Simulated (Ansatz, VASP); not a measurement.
## InAs: VASP beside Ansatz

Aim: how closely do two programs agree when they are given the same cell, functional and k mesh? The cell is taken from a series of runs on this material, whose earlier steps may have relaxed, scaled, displaced or heated it; both programs get it as it stands.

Program: Ansatz 0.2.0. Level of theory: plane waves, with VASP 6.6.1 beside it; single point at r2SCAN, spin-orbit coupling. Results are calculated unless marked as measured.

## Step 1: Starting point

The structure is cubic, space group F-43m (No. 216). The conventional cell has a = 6.109 Å, b = 6.109 Å, c = 6.109 Å, α = 90.00°, β = 90.00°, γ = 90.00°. Nearest to In lie 4 As at 2.65 Å. Nearest to As lie 4 In at 2.65 Å. Farther neighbours are not listed.

Structure file:

```cif
data_structure
_symmetry_space_group_name_H-M 'F-43m'
_symmetry_Int_Tables_number 216
_cell_length_a 6.1092
_cell_length_b 6.1092
_cell_length_c 6.1092
_cell_angle_alpha 90.000
_cell_angle_beta 90.000
_cell_angle_gamma 90.000
_cell_volume 228.01
loop_
_atom_site_label
_atom_site_type_symbol
_atom_site_symmetry_multiplicity
_atom_site_Wyckoff_symbol
_atom_site_fract_x
_atom_site_fract_y
_atom_site_fract_z
_atom_site_occupancy
In1 In 4 a 0.00000 0.00000 0.00000 1
As1 As 4 d 0.25000 0.25000 0.75000 1
```

## Step 2: VASP: single point, r2SCAN, spin-orbit coupling

With cell and atoms fixed, the geometry can't cause a difference; cores, projectors, grids and the points listed under the comparison can.

Lines of VASP's logs that name or quote its potential files are left out, and so is its time.

Contents of INCAR:

```
SYSTEM = InAs
PREC = Accurate
ENCUT = 550
EDIFF = 1E-06
NELM = 200
ISMEAR = -1
SIGMA = 0.05
LREAL = .FALSE.
ALGO = Normal
METAGGA = R2SCAN
LASPH = .TRUE.
LNONCOLLINEAR = .TRUE.
MAGMOM = 0 0 0 0 0 0
NBANDS = 30
GGA_COMPAT = .FALSE.
LSORBIT = .TRUE.
LORBIT = 11
LWAVE = .FALSE.
LCHARG = .FALSE.
ISIF = 2
LMIXTAU = .TRUE.
KPAR = 2
```

Contents of POSCAR:

```
InAs
1.0
    0.0000000000      3.0545855538      3.0545855538
    3.0545855538      0.0000000000      3.0545855538
    3.0545855538      3.0545855538      0.0000000000
In As
1 1
Direct
    0.0000000000      0.0000000000      0.0000000000
    0.2500000000      0.2500000000      0.2500000000
```

Contents of KPOINTS:

```
Automatic mesh
0
Gamma
12 12 12
0 0 0
```

Potentials, in the order of the species: In_d and As (PBE family, release 64).

Command:

```
mpirun -np 2 vasp_ncl
```

Numbers of over 12 decimals in the logs are rounded to 6 here.

Log:

```text
[banner, memory and clock lines left out]
running    2 mpi-ranks, on    1 nodes
 distrk:  each k-point on    1 cores,    2 groups
 distr:  one band on    1 cores,    1 groups

 POSCAR found type information on POSCAR InAs
 POSCAR found :  2 types and       2 ions
|                                                                             |
|               ----> ADVICE to this user running VASP <----                  |
|                                                                             |
|     You enforced a specific xc type in the INCAR file but a different       |
|     [... a line on the potential file left out ...]
|     I HOPE YOU KNOW WHAT YOU ARE DOING!                                     |
|                                                                             |

 LDA part: xc-table for (None), standard interpolation
 POSCAR, INCAR and KPOINTS ok, starting setup
 FFT: planning ... GRIDC
 FFT: planning ... GRID_SOFT
 FFT: planning ... GRID
 WAVECAR not read
 entering main loop
       N       E                     dE             d eps       ncg     rms          rms(c)
DAV:   1     0.130391097874E+03    0.13039E+03   -0.83366E+03  6966   0.139E+03
DAV:   2    -0.232395537351E+02   -0.15363E+03   -0.14673E+03  6992   0.374E+02
DAV:   3    -0.407042475907E+02   -0.17465E+02   -0.17162E+02  8628   0.132E+02
DAV:   4    -0.414675172049E+02   -0.76327E+00   -0.76124E+00  8322   0.278E+01
DAV:   5    -0.415115120901E+02   -0.43995E-01   -0.43985E-01 11572   0.608E+00    0.600E+00
DAV:   6    -0.380692731250E+02    0.34422E+01   -0.19431E+00  8810   0.321E+01    0.311E+00
DAV:   7    -0.379367876895E+02    0.13249E+00   -0.65912E-01  7356   0.111E+01    0.149E+00
DAV:   8    -0.380454002251E+02   -0.10861E+00   -0.33687E-01  7014   0.688E+00    0.106E+00
DAV:   9    -0.380757210224E+02   -0.30321E-01   -0.25624E-02  8112   0.176E+00    0.765E-01
DAV:  10    -0.380609573412E+02    0.14764E-01   -0.15809E-01  7122   0.438E+00    0.769E-01
DAV:  11    -0.381081727557E+02   -0.47215E-01   -0.64699E-02  7086   0.299E+00    0.218E-01
DAV:  12    -0.381085004485E+02   -0.32769E-03   -0.34665E-03  8126   0.413E-01    0.188E-01
DAV:  13    -0.381068342574E+02    0.16662E-02   -0.34918E-03  7284   0.722E-01    0.273E-01
DAV:  14    -0.381086111658E+02   -0.17769E-02   -0.29051E-03  7440   0.534E-01    0.516E-02
DAV:  15    -0.381086679346E+02   -0.56769E-04   -0.18667E-04  8474   0.102E-01    0.250E-02
DAV:  16    -0.381086707346E+02   -0.28001E-05   -0.48563E-06  9552   0.183E-02    0.347E-02
DAV:  17    -0.381086616914E+02    0.90432E-05   -0.87403E-06  8458   0.305E-02    0.315E-02
DAV:  18    -0.381086538891E+02    0.78023E-05   -0.25667E-05  8578   0.432E-02    0.388E-02
DAV:  19    -0.381086544246E+02   -0.53559E-06   -0.28777E-06  7800   0.143E-02
   1 F= -.38108654E+02 E0= -.38108553E+02  d E =-.202404E-03  mag=     0.0000    -0.0000     0.0000
```

From OUTCAR (step 2):

```text
ion  position               nearest neighbor table
   1  0.000  0.000  0.000-   2 2.65   2 2.65   2 2.65   2 2.65
   2  0.250  0.250  0.250-   1 2.65   1 2.65   1 2.65   1 2.65

  LATTYP: Found a face centered cubic cell.
 ALAT       =     6.1091711076

 Subroutine GETGRP returns: Found 24 space group operations
 (whereof 24 operations were pure point group operations)

The static configuration has the point symmetry T_d .

 Found    116 irreducible k-points:

   k-points           NKPTS =    116   k-points in BZ     NKDIM =    116   number of bands    NBANDS=     30

   dimension x,y,z NGX =    36 NGY =   36 NGZ =   36
   dimension x,y,z NGXF=    72 NGYF=   72 NGZF=   72

   ENCUT  =  550.0 eV  40.42 Ry    6.36 a.u.   8.26  8.26  8.26*2*pi/ulx,y,z

   NELECT =      18.0000    total number of electrons

 k-points in reciprocal lattice and weights: Automatic mesh
   0.00000000  0.00000000  0.00000000       0.001
   0.08333333  0.00000000  0.00000000       0.002
  -0.08333333  0.00000000  0.00000000       0.002
   0.16666667  0.00000000  0.00000000       0.002
  -0.16666667  0.00000000  0.00000000       0.002
   0.25000000  0.00000000  0.00000000       0.002
  -0.25000000  0.00000000  0.00000000       0.002
   0.33333333  0.00000000  0.00000000       0.002
  -0.33333333  0.00000000  0.00000000       0.002
[...]
-0.33333333  0.50000000  0.16666667       0.007
  -0.25000000  0.50000000  0.25000000       0.003

 average (electrostatic) potential at core
       1-102.4715       2 -54.4298

 E-fermi :   4.1395

 k-point     1 :       0.0000    0.0000    0.0000
  band No.  band energies     occupation
    ...
     16       4.0458      0.86679
     17       4.0728      0.79125
     18       4.0728      0.79125
     19       4.0728      0.79125
     20       4.0728      0.79125
     21       7.9227      0.00000
     22       7.9227      0.00000
     23       8.3649      0.00000
     24       8.3649      0.00000
     25       8.3649      0.00000
    ...

 k-point     2 :       0.0833    0.0000    0.0000
  band No.  band energies     occupation
    ...
     14       2.7867      1.00000
     15       3.7649      0.99944
     16       3.7649      0.99944
     17       3.9823      0.95866
     18       3.9892      0.95279
     19       4.9794      0.00000
     20       4.9794      0.00000
     21       8.0453      0.00000
     22       8.0453      0.00000
     23       8.4021      0.00000
    ...

 k-point     3 :      -0.0833    0.0000    0.0000
  band No.  band energies     occupation
    ...
     14       2.7867      1.00000
     15       3.7649      0.99944
     16       3.7649      0.99944
     17       3.9823      0.95866
     18       3.9892      0.95279
     19       4.9794      0.00000
     20       4.9794      0.00000
     21       8.0453      0.00000
     22       8.0453      0.00000
     23       8.4021      0.00000
    ...

  Total       -0.0161492     -0.0161492     -0.0161492     -0.0000000      0.0000000     -0.0000000
  in kB       -0.4539146     -0.4539146     -0.4539146     -0.0000000      0.0000000     -0.0000000
  external PRESSURE =      -0.4539146 kB  Pullay stress =       0.0000000 kB

  energy-cutoff  :      550.00
  volume of cell :       57.00
      direct lattice vectors                 reciprocal lattice vectors
     0.000000000  3.054585554  3.054585554    -0.163688327  0.163688327  0.163688327
     3.054585554  0.000000000  3.054585554     0.163688327 -0.163688327  0.163688327
     3.054585554  3.054585554  0.000000000     0.163688327  0.163688327 -0.163688327

 POSITION                                       TOTAL-FORCE (eV/Angst)
 -----------------------------------------------------------------------------------
      0.00000      0.00000      0.00000        -0.000000     -0.000000     -0.000000
      1.52729      1.52729      1.52729         0.000000      0.000000      0.000000
 -----------------------------------------------------------------------------------
    total drift:                               -0.000000     -0.000000     -0.000000

  FREE ENERGIE OF THE ION-ELECTRON SYSTEM (eV)
  ---------------------------------------------------
  free  energy   TOTEN  =       -38.1086544246 eV

  energy  without entropy=      -38.1084520205  energy(sigma->0) =      -38.10855322

 Spin-Orbit-Coupling matrix elements
 Ion:    1  E_soc:     -0.0680245
 Ion:    2  E_soc:     -0.0248979

 total charge
# of ion       s       p       d       tot
------------------------------------------
    1        0.834   0.735   9.888  11.456
    2        1.215   1.596   0.021   2.832
--------------------------------------------------
tot          2.049   2.331   9.909  14.289

 magnetization (x)
# of ion       s       p       d       tot
------------------------------------------
    1        0.000   0.000  -0.000   0.000
    2        0.000   0.000   0.000   0.000
--------------------------------------------------
tot          0.000   0.000  -0.000   0.000

 magnetization (y)
# of ion       s       p       d       tot
------------------------------------------
    1        0.000   0.000   0.000   0.000
    2        0.000   0.000  -0.000   0.000
--------------------------------------------------
tot          0.000   0.000  -0.000   0.000

 magnetization (z)
# of ion       s       p       d       tot
------------------------------------------
    1       -0.000  -0.000   0.000  -0.000
    2        0.000   0.000  -0.000   0.000
--------------------------------------------------
tot         -0.000   0.000   0.000   0.000

[... 3 further parts left out ...]
```

The run ends at a pressure of -0.05 GPa.

## Step 3: Ansatz: single point, r2SCAN, spin-orbit coupling

Ansatz runs on its fully relativistic PAW (standard-fr) files.

The same cell, functional, mesh and smearing now go to Ansatz, which takes its cutoff from its data sets.

Contents of input.yaml:

```yaml
crystal:
  lattice:
    - [0.0, 3.0545855538, 3.0545855538]
    - [3.0545855538, 0.0, 3.0545855538]
    - [3.0545855538, 3.0545855538, 0.0]
  atoms:
    - { symbol: In, position: [0.0, 0.0, 0.0] }
    - { symbol: As, position: [0.25, 0.25, 0.25] }
kpoints:
  mp_grid: { grid: [12, 12, 12] }
  band_path:
    path:
      - [[0.0, 0.0, 0.0], [-0.5, -0.5, 0.0], [-0.375, -0.375, 0.25]]
      - [[-0.375, 0.0, 0.375], [0.0, 0.0, 0.0], [0.0, 0.0, 0.5]]
    npoints: 6
scf:
  occupations: { method: fermi_dirac, width: 0.05 }
  n_extra_bands: 12
hamiltonian:
  xc: r2scan
  pseudopotentials: { kind: paw_fr }
output:
  forces: true
  stress: true
  fatbands: true
magnetization:
  noncollinear: true
  spin_orbit: true
```

Command:

```
ansatz run input.yaml --threads 4 --pin off --max-ram 8192MiB --backend cpu --events-out ev --progress --plain --runs-dir out
```

Log:

```text
scf.n_extra_bands = 12 over 28 filled bands (N_el = 28.0): the run solves 40 bands
Engine: ansatz 0.2.0, aarch64-unknown-linux-gnu
Pseudopotentials: kind: paw_fr
Pseudopotential: In, paw_fr, valence charge 13, recommended cutoff 500 eV (meta_gga), In.paw.azcp#standard-fr
Pseudopotential: As, paw_fr, valence charge 15, recommended cutoff 500 eV (meta_gga), As.paw.azcp#standard-fr
Functional definition: r2SCAN
  parameter k0 = 0.174
  parameter k1 = 0.065
  parameter a1 = 4.9479
  exchange = r2scan_x(k0 = k0, k1 = k1, a1 = a1)
  correlation = r2scan_c
non-collinear run that drives no moment, with spin-orbit: no starting moment large enough to seed its density (crystal.atoms[].spin), no starting occupations that ask for one, no magnetisation constraint and no magnetic field, so the semilocal B_xc is pinned to zero
Crystal: 2 atoms, lattice volume = 57.002 Å³
Basis set: ecut = 500 eV, 1459 PW (Γ), exchange–correlation on 128×128×128 points (64 copies of the dense FFT grid, shifted against one another)
Bands: 40, of which v1, the nominal top of the filled ones, is band 28 counted from 1 (27 counted from 0)
Symmetry: 24 space group operations + 24 with time reversal
Magnetic group: BNS 216.75 (UNI 1577), of the structure as read, at distance tolerance 3.8e-5 Å
k-points: 72 of 1728 (time reversal used)
Projection manifold: j_resolved (fully-relativistic pseudo-atomic orbitals)
Non-local potential: In, projectors of the file, l = 0: 2, l = 1: 4, l = 2: 4, l = 3: 4
Non-local potential: As, projectors of the file, l = 0: 2, l = 1: 4, l = 2: 6, l = 3: 2
PAW form: soft (Blöchl's): semilocal exchange-correlation on the pseudo side does not see the compensation charge
PAW frozen core: In, regenerated for the run's functional (the file was generated under x = pbe(κ = 0.804, μ = 0.219515), c = pbe(β = 0.066725))
PAW frozen core: As, regenerated for the run's functional (the file was generated under x = pbe(κ = 0.804, μ = 0.219515), c = pbe(β = 0.066725))
PAW one-centre angular grid: In, 590 points (default); XC on 281 of its mesh's 2783 points in the sphere
PAW one-centre angular grid: As, 590 points (default); XC on 257 of its mesh's 2695 points in the sphere
Initial density: superposition of atomic densities (chi_scale 0.1, normalization cell, long waves kept (reshape's long-wave potential 0.00 eV rms))
Initial wavefunctions: pseudopotential atomic-orbital guess
Functional: x = r2scan, c = r2scan; τ floored in thin density (d = 2e-4 eV/Å³)
iter 1 solved again at ethr=1.61e-3 eV; its pass at ethr=3.10e-3 eV (dr2=4.50e-1 eV) is discarded
SCF iter   1: F=—  HF=-10464.531296 eV  |F-HF|=—  |Δ(HF+E_count)|=         —  Δρ=3.16e-2  dr2=4.54e-1  dr2_τ=2.19e-3  dr2_m=0.00e0 (ungated)  ethr=1.61e-3  |M|=0.00e0 ∫|m|=0.00e0 μB  |m|>n=0.0e0 m-floor=0.0e0 τ_xc=0.0e0  β_m=0.30  ⟨swp⟩=1.8  Hψ=18258  notcnv=0
preconditioner: auto → none  [insulator: Δε(μ)=0.854 eV  Ē_g=17.084 eV  σ=0.050 eV  W_gap=0.77  n_scr=14 (ndim 8)  ℏωp=20.9 eV  f_vac=0.013  D(μ)=0.02/eV (n_scr^D=0)  ε∞_Penn≈2.5]
SCF iter   2: F=—  HF=-10464.542875 eV  |F-HF|=—  |Δ(HF+E_count)|=   1.16e-2  Δρ=2.13e-2  dr2=1.84e-1  dr2_τ=4.81e-4  dr2_m=0.00e0 (ungated)  ethr=1.61e-3  |M|=0.00e0 ∫|m|=0.00e0 μB  |m|>n=0.0e0 m-floor=0.0e0 τ_xc=0.0e0  β_m=0.56  ⟨swp⟩=2.0  Hψ=3742  notcnv=0
SCF iter   3: F=—  HF=-10464.559290 eV  |F-HF|=—  |Δ(HF+E_count)|=   1.64e-2  Δρ=2.66e-3  dr2=4.04e-3  dr2_τ=4.17e-5  dr2_m=0.00e0 (ungated)  ethr=6.59e-4  |M|=0.00e0 ∫|m|=0.00e0 μB  |m|>n=0.0e0 m-floor=0.0e0 τ_xc=0.0e0  β_m=0.55  ⟨swp⟩=3.6  Hψ=5146  notcnv=0  defer=4
SCF iter   4: F=—  HF=-10464.558846 eV  |F-HF|=—  |Δ(HF+E_count)|=   4.44e-4  Δρ=7.38e-4  dr2=2.32e-4  dr2_τ=1.72e-6  dr2_m=0.00e0 (ungated)  ethr=1.44e-5  |M|=0.00e0 ∫|m|=0.00e0 μB  |m|>n=0.0e0 m-floor=0.0e0 τ_xc=0.0e0  β_m=0.55  ⟨swp⟩=2.0  Hψ=5604  notcnv=0  defer=16
SCF iter   5: F=—  HF=-10464.558866 eV  |F-HF|=—  |Δ(HF+E_count)|=   2.02e-5  Δρ=2.21e-4  dr2=1.02e-5  dr2_τ=7.83e-8  dr2_m=0.00e0 (ungated)  ethr=8.27e-7  |M|=0.00e0 ∫|m|=0.00e0 μB  |m|>n=0.0e0 m-floor=0.0e0 τ_xc=0.0e0  β_m=0.65  ⟨swp⟩=2.8  Hψ=4609  notcnv=0  defer=17
SCF iter   6: F=—  HF=-10464.558888 eV  |F-HF|=—  |Δ(HF+E_count)|=   2.21e-5  Δρ=5.05e-5  dr2=5.55e-7  dr2_τ=5.57e-9  dr2_m=0.00e0 (ungated)  ethr=3.63e-8  |M|=0.00e0 ∫|m|=0.00e0 μB  |m|>n=0.0e0 m-floor=0.0e0 τ_xc=0.0e0  β_m=0.69  ⟨swp⟩=3.0  Hψ=4896  notcnv=0  defer=17
SCF iter   7: F=-10464.558889 eV  HF=-10464.558889 eV  |F-HF|=7.78e-9  |Δ(HF+E_count)|=   3.69e-7  Δρ=4.56e-6  dr2=1.95e-8  dr2_τ=1.52e-10  dr2_m=0.00e0 (ungated)  ethr=3.57e-10  |M|=0.00e0 ∫|m|=0.00e0 μB  |m|>n=0.0e0 m-floor=0.0e0 τ_xc=0.0e0  ⟨swp⟩=7.0  Hψ=12641  notcnv=0
SCF 1 converged in 7 iterations: F = -10464.558889 eV  dr2 = 1.95e-8
  greatest PAW one-centre occupation: 0.999 electrons in one spin orbital (limit 2), on the As atom at site 1 (counted from 0), in its partial waves of l = 2
NSCF: frozen V_eff on 26 k-points
SCF converged after 7 iterations
Magnetization: |M| = 0.0000 μB,  M = (+0.0000, +0.0000, +0.0000) μB
Absolute magnetization: 0.0000 μB (∫|m|)
  site 0: m = (+0.0000, +0.0000, +0.0000) μB, |m| = 0.0000 μB  (R = 1.09 Å)
  site 1: m = (+0.0000, +0.0000, +0.0000) μB, |m| = 0.0000 μB  (R = 1.09 Å)
Free energy (F): -10464.558889 eV
Harris-Foulkes:  -10464.558889 eV  (|F-HF|=7.78e-9)
Internal energy: -10464.558687 eV  (E = F + TS)
E sigma→0 (E₀):  -10464.558788 eV
Entropy (-TS):   -0.000202 eV (-0.101 meV/atom)
Fermi energy:    7.382348 eV
--- Per-component energies (eV) ---
  E_band       = -340.142244
  E_kinetic    = 346.038842
  E_local      = -3319.236703  (includes V_loc(G=0)·N_el)
  E_nonlocal   = -301.716531
  E_hartree    = 1604.026585
  E_xc         = -274.779643
  E_vxc        = -190.492893  (∫ρ·V_xc dr)
  E_paw        = -6020.900993  (= ΣΔE_a)
  E_vpaw       = -94.551909  (= ΣTr[D̂ρ^β])
  E_aug_tail   = 0.000001  (compensation charges beyond the density's cutoff)
  E_vtau       = 11.768971  (kinetic-family band-sum trace: ∫τ·v_τ [+ j·A + Jᵃ·Aᵃ] dr)
  E_ewald      = -2497.523317
  E_core_change = -0.466927  (= ΣΔE_core)
  E_smearing   = -0.000202  (= −TS)
  E_closure    = -0.000000  (closes the sum)
  Σ components = -10464.558889   (vs F -10464.558889, Δ=0.00e0)
--- Forces (eV/Å), atoms counted from 1 ---
  atom   1  In     0.00000000    -0.00000000     0.00000000
  atom   2  As    -0.00000000    -0.00000000     0.00000000
  max |Σ_I F_I| component: 2.73e-16 eV/Å
--- Stress (GPa, compression-positive) ---
       -0.041106       0.000000       0.000000
       -0.000000      -0.041106       0.000000
       -0.000000       0.000000      -0.041106
  P = ⅓ Tr σ = -0.0411 GPa (-0.411 kbar)
--- Band table (eV; the first three rows and the last of 72) ---
  k-point 0: bands = [... 24 lower, 7.2926, 7.2926, 7.3151, 7.3151, 7.3151, 7.3151, 11.1584, 11.1584, ... 8 higher]
  k-point 1: bands = [... 24 lower, 7.0056, 7.0056, 7.2248, 7.2316, 8.2232, 8.2232, 11.2822, 11.2822, ... 8 higher]
  k-point 2: bands = [... 24 lower, 6.7846, 6.7846, 7.0092, 7.0200, 8.7026, 8.7026, 11.6793, 11.6793, ... 8 higher]
  k-point 71: bands = [... 24 lower, 4.2493, 4.3415, 4.3490, 4.4650, 11.5762, 11.7430, 11.7870, 11.8125, ... 8 higher]
```

The column dr2 measures how far the density is from self-consistency, as an energy; F and HF (Harris–Foulkes) agree once it is small.

## Step 4: Side by side

Known differences besides the potentials themselves: spin-orbit coupling enters by fully relativistic files in Ansatz and inside the spheres in VASP; VASP keeps PBE cores, Ansatz makes them for the functional; the data sets hold 28 valence electrons in Ansatz (on its fully relativistic PAW (standard-fr) files) and 18 in VASP; the cutoff is 500 eV in Ansatz and 550 eV in VASP. Total energies have different zeros and are not compared.

Compared:

```
      quantity  Ansatz   VASP  difference
pressure (GPa)   -0.04  -0.05        0.00
```

## Step 5: Summary of results

```
difference in pressure (single point, r2SCAN, spin-orbit coupling) : 0.0043 GPa
```

**Reading.** The difference in pressure is 0.0043 GPa (single point, r2SCAN, spin-orbit coupling), within the 1 GPa picked in this series as the mark of a large difference. The data sets hold unlike numbers of valence electrons (28 in Ansatz and 18 in VASP), so part of the differences comes from the potentials. How closely two codes agree says nothing of how well the functional describes the real material.

[Lines on the potential files, build, host, timing and source positions are cut from VASP's logs without a mark.]

[Logs are printed without paths, hosts, clocks, repeated set-up lines and the standing remarks that a program may print on its own settings, such as how far it seeks lower states.]

[Hosts, paths, dates, database ids (printed as entryN), source tags and the programs' standing remarks are cut or masked in the printed files.]
